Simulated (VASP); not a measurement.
Energy against volume of Tm (hcp). Level of theory: optB86b-vdW, VASP's PBE PAW potentials (set 64) (plane waves; VASP). Settings: 520 eV cut-off, 12×12×7 Γ-centred mesh, first-order Methfessel-Paxton smearing of 0.10 eV, potentials Tm_3.

The 4f electrons are frozen in the core of the lanthanide potential, so 4f levels, which can set the real gap, and their magnetism are missing.

Shape and ions are relaxed at each volume.

```json
[
 {"V (Å³/atom)": "28.241", "E (eV/atom)": "-2.00747"},
 {"V (Å³/atom)": "29.114", "E (eV/atom)": "-2.01297"},
 {"V (Å³/atom)": "29.988", "E (eV/atom)": "-2.01053"},
 {"V (Å³/atom)": "30.861", "E (eV/atom)": "-2.00100"}
]
```

Question: Fit these four points and predict the energy of the run at 27.367 Å³/atom.

Answer: A cubic in V^(−2/3), the third-order Birch-Murnaghan form, passes through the four points with V0 = 29.27 Å³/atom and B0 = 48 GPa, and gives -1.9931 eV/atom there. The run gave -1.9932 eV/atom, -0.2 meV/atom from the fit; all five points give B0 = 48 GPa.

The compound is Tm in the hcp structure. It was relaxed first.
